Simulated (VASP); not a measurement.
An input for Ansatz (written as the equivalent of a VASP run, and not itself run):

Ansatz 0.2 input:
```yaml
crystal:
  lattice:
    - [2.3373643, -4.0484340, 0.0000000]
    - [2.3373643, 4.0484340, 0.0000000]
    - [0.0000000, 0.0000000, 7.5728571]
  atoms:
    - { symbol: Pb, position: [1.0000000, 0.0000000, 0.0000000] }
    - { symbol: I, position: [0.3333330, 0.6666670, 0.2457358] }
    - { symbol: I, position: [0.6666670, 0.3333330, 0.7542642] }
kpoints:
  mp_grid: { grid: [5, 5, 3] }
hamiltonian:
  xc: pbe
  pseudopotentials: { kind: paw }
scf:
  occupations: { method: gaussian, width: 0.05 }
  max_iter: 100
output: { forces: true, stress: true, eigenvalues: true }
```

Question: Write the VASP files for the same calculation (PBE).

Answer: This is not unique; one that fits is 
KPOINTS:
```
Automatic
0
gamma
  5 5 3
0 0 0
```

POSCAR:
```
PbI2
1
    2.3373643354    -4.0484339551     0.0000000000
    2.3373643354     4.0484339551     0.0000000000
    0.0000000000    -0.0000000000     7.5728570962
Pb I
1 2
Direct
  1.0000000000   0.0000000000   0.0000000000
  0.3333330000   0.6666670000   0.2457358495
  0.6666670000   0.3333330000   0.7542641505
```

INCAR:
```
# general
SYSTEM   =  PbI2
PREC     =  Accurate
ENCUT    =  520
LREAL    =  .False.
LASPH    =  .True.

# electronic loop
EDIFF    =  1E-6
NELM     =  100
ALGO     =  Normal
LMAXMIX  =  4

# smearing
ISMEAR   =  0
SIGMA    =  0.05

# functional
GGA      =  PE

# output
LWAVE    =  .False.
LCHARG   =  .True.
```

POTCAR, in this order: Pb_d I (PBE.64 set). Program: vasp_std.

What does not carry over: each code has its own PAW files, so the cut-off isn't converted (ENCUT is set for VASP's; basis.ecutwfc is left out, and Ansatz then takes the one that its files recommend); Ansatz stops its SCF on the density residual and VASP on the energy change (EDIFF).

The compound is PbI2 in the 1T layered structure. It was relaxed first, which changed the volume by +14 %.
